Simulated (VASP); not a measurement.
CrBr:

```
CELL_PARAMETERS angstrom
0.00000 2.66069 2.66069
2.66069 0.00000 2.66069
2.66069 2.66069 0.00000
ATOMIC_POSITIONS crystal
Cr 0.00000 0.00000 0.00000
Br 0.50000 0.50000 0.50000
```

The cell was built by a generator and needn't be a form met in nature.

Base run:

| Item | Value |
| --- | --- |
| Program | VASP 6.6.1 |
| Functional | r2SCAN |
| Potentials or basis | VASP PAW PBE potentials, release 64 (Cr_pv, Br) |
| Cutoff | 520 eV |
| k mesh | 6 × 6 × 6 |
| Occupations | fermi-dirac, width 0.1 eV |
| Spin | no spin polarisation |

Its results: band gap on the k mesh none (metal or under the smearing width); pressure -4.6 GPa.

Task: The run is repeated on the same cell with these changes: functional from r2SCAN to revPBE. What comes out?

Result: Band gap on the k mesh none (metal or under the smearing width); pressure -3.9 GPa.

Caveats: the PAW data sets were made with another functional, which shifts forces and pressure a little; an odd number of electrons without spin polarisation forces a metal; a magnetic or distorted state may lie lower; the run has no spin polarisation, though such a crystal can be magnetic; semilocal functionals often make such compounds metallic where correlation or magnetic order opens a gap, which also shifts bond lengths.

Not every run made on this cell is shown here.
